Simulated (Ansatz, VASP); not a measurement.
One calculation of GeCN2, two programs

```xyz
4
Lattice="1.7938 1.0356 4.9220 -1.7938 1.0356 4.9220 0.0000 -2.0713 4.9220" Properties=species:S:1:pos:R:3 pbc="T T T"
Ge    0.0000    0.0000    0.0000
C     0.0000    0.0000    7.3829
N     0.0000    0.0000    6.1440
N     0.0000    0.0000    8.6219
```

The cell comes from a database or a generator and needn't be the stable form of this composition.

Alike in both runs: task single point; functional LDA; k mesh 6 × 6 × 6; no spin polarisation.

```csv
,VASP,Ansatz
version,VASP 6.6.1,Ansatz 0.2.0
potentials or method,"VASP PAW LDA potentials, release 64 (Ge_d, C, N)","plane waves, PAW"
plane-wave cutoff (eV),520,420
occupations,"gaussian, width 0.01 eV",fixed
valence electrons in the cell,28,28
```

```tsv
	VASP	Ansatz	Ansatz less VASP
pressure (GPa)	-6.4	-6.7	-0.25
largest component of the traceless stress (GPa)	1.52	2.32	+0.800
```

Caveats: the standard files for N, O and F lose accuracy on very short bonds. LDA gaps usually lie below the measured ones, often by a third to a half. A k mesh can miss the band edges.
